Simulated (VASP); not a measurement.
Level of theory: PBE GGA, VASP's PBE PAW potentials (set 64) (plane waves; VASP).

VASP input:

### POSCAR
```
CsPbBr3
1
    6.0027693411    -0.0000000000    -0.0000000000
    0.0000000000     6.0027693411    -0.0000000000
    0.0000000000     0.0000000000     6.0027693411
Cs Pb Br
1 1 3
Direct
  0.0000000000   0.0000000000   0.0000000000
  0.5000000000   0.5000000000   0.5000000000
  0.5000000000   0.0000000000   0.5000000000
  0.0000000000   0.5000000000   0.5000000000
  0.5000000000   0.5000000000   0.0000000000
```

KPOINTS:
```
k-points along high-symmetry lines
15
Line-mode
Reciprocal
  0.000000   0.000000   0.000000 ! GAMMA
  0.000000   0.500000   0.000000 ! X

  0.000000   0.500000   0.000000 ! X
  0.500000   0.500000   0.000000 ! M

  0.500000   0.500000   0.000000 ! M
  0.000000   0.000000   0.000000 ! GAMMA

  0.000000   0.000000   0.000000 ! GAMMA
  0.500000   0.500000   0.500000 ! R

  0.500000   0.500000   0.500000 ! R
  0.000000   0.500000   0.000000 ! X

  0.500000   0.500000   0.500000 ! R
  0.500000   0.500000   0.000000 ! M
```

INCAR:
```
SYSTEM  =  CsPbBr3
PREC  =  Accurate; ENCUT  =  520; LREAL  =  .FALSE.
LASPH  =  .TRUE.; ICHARG  =  11
EDIFF  =  1E-7; NELM  =  100; ALGO  =  Normal
LMAXMIX  =  4
ISMEAR  =  0; SIGMA  =  0.05
GGA  =  PE
LWAVE  =  .FALSE.; LCHARG  =  .FALSE.; LORBIT  =  11
```

POTCAR, in this order: Cs_sv Pb_d Br (PBE.64 set). Program: vasp_std. Read from the step before: CHGCAR.

Output

### OUTCAR
```
 ion  position               nearest neighbor table
   1  0.000  0.000  0.000-
   2  0.500  0.500  0.500-   3 3.00   4 3.00   5 3.00   5 3.00   3 3.00   4 3.00
   3  0.500  0.000  0.500-   2 3.00   2 3.00
   4  0.000  0.500  0.500-   2 3.00   2 3.00
   5  0.500  0.500  0.000-   2 3.00   2 3.00
  LATTYP: Found a simple cubic cell.
 ALAT       =     6.0027693411
 Subroutine PRICEL returns:
 Original cell was already a primitive cell.
 Subroutine GETGRP returns: Found 48 space group operations
The static configuration has the point symmetry O_h .
The dynamic configuration has the point symmetry O_h .
 Subroutine INISYM returns: Found 48 space group operations
   k-points           NKPTS =     90   k-points in BZ     NKDIM =     90   number of bands    NBANDS=     26
   number of dos      NEDOS =    301   number of ions     NIONS =      5
   total plane-waves  NPLWV = 110592
   dimension x,y,z NGX =    48 NGY =   48 NGZ =   48
   dimension x,y,z NGXF=    96 NGYF=   96 NGZF=   96
   ions per type =               1   1   3
   PREC   = accura    normal or accurate (medium, high low for compatibility)
   ISTART =      0    job   : 0-new  1-cont  2-samecut
   ICHARG =     11    charge: 1-file 2-atom 10-const
   ISPIN  =      1    spin polarized calculation?
   LNONCOLLINEAR =      F non collinear calculations
...
```

**OSZICAR**
```
       N       E                     dE             d eps       ncg     rms          rms(c)
DAV:   1     0.398186444292E+03    0.39819E+03   -0.18726E+04  4688   0.149E+03
DAV:   2     0.332818687057E+02   -0.36490E+03   -0.35773E+03  5822   0.327E+02
DAV:   3    -0.134925753850E+02   -0.46774E+02   -0.46140E+02  5610   0.128E+02
DAV:   4    -0.153467503813E+02   -0.18542E+01   -0.18494E+01  5802   0.332E+01
DAV:   5    -0.154092670518E+02   -0.62517E-01   -0.62476E-01  5958   0.522E+00
DAV:   6    -0.154117556862E+02   -0.24886E-02   -0.24882E-02  6368   0.112E+00
DAV:   7    -0.154118486242E+02   -0.92938E-04   -0.92928E-04  6082   0.171E-01
DAV:   8    -0.154118526279E+02   -0.40037E-05   -0.40036E-05  6922   0.362E-02
DAV:   9    -0.154118527127E+02   -0.84745E-07   -0.84777E-07  4916   0.292E-03
   1 F= -.15411853E+02 E0= -.15411853E+02  d E =-.112864E-13
```

### OUTCAR
```
 val. band max:        0.5673270118   @ k =   0.5000   0.5000   0.5000

 cond. band min:       2.3478188346   @ k =   0.5000   0.5000   0.5000



 k-point     1 :       0.0000    0.0000    0.0000
  band No.  band energies     occupation
      1     -20.6428      2.00000
      2     -16.0776      2.00000
      3     -16.0776      2.00000
      4     -15.9712      2.00000
      5     -15.9712      2.00000
      6     -15.9712      2.00000
      7     -13.6992      2.00000
      8     -13.1319      2.00000
      9     -13.1319      2.00000
     10      -7.4238      2.00000
     11      -7.4238      2.00000
     12      -7.4238      2.00000
     13      -6.2606      2.00000
     14      -3.1868      2.00000
     15      -3.1868      2.00000
     16      -3.1868      2.00000
     17      -1.1558      2.00000
     18      -1.1558      2.00000
     19      -1.1558      2.00000
     20      -1.0676      2.00000
     21      -1.0676      2.00000
     22      -1.0676      2.00000
     23       3.8670      0.00000
     24       5.0700      0.00000
     25       5.0700      0.00000
     26       5.8009      0.00000

 k-point     2 :       0.0000    0.0357    0.0000
  band No.  band energies     occupation
      1     -20.6427      2.00000
      2     -16.0776      2.00000
      3     -16.0771      2.00000
      4     -15.9712      2.00000
      5     -15.9712      2.00000
      6     -15.9712      2.00000
      7     -13.6980      2.00000
      8     -13.1340      2.00000
      9     -13.1319      2.00000
     10      -7.4238      2.00000
     11      -7.4237      2.00000
     12      -7.4237      2.00000
     13      -6.2712      2.00000
     14      -3.1858      2.00000
     15      -3.1858      2.00000
     16      -3.1647      2.00000
     17      -1.1573      2.00000
     18      -1.1572      2.00000
     19      -1.1572      2.00000
     20      -1.0690      2.00000
     21      -1.0690      2.00000
     22      -1.0690      2.00000
     23       3.8789      0.00000
...
```

The density is held fixed in this step, so its total energy and stress have no physical meaning. Unless said otherwise, spin-orbit coupling is left out, though it shifts the bands of the heavy elements here.

The compound is CsPbBr3 in the cubic perovskite structure, the ideal cubic form; the compound distorts at low or room temperature. It was relaxed first, which changed the volume by +7 %.
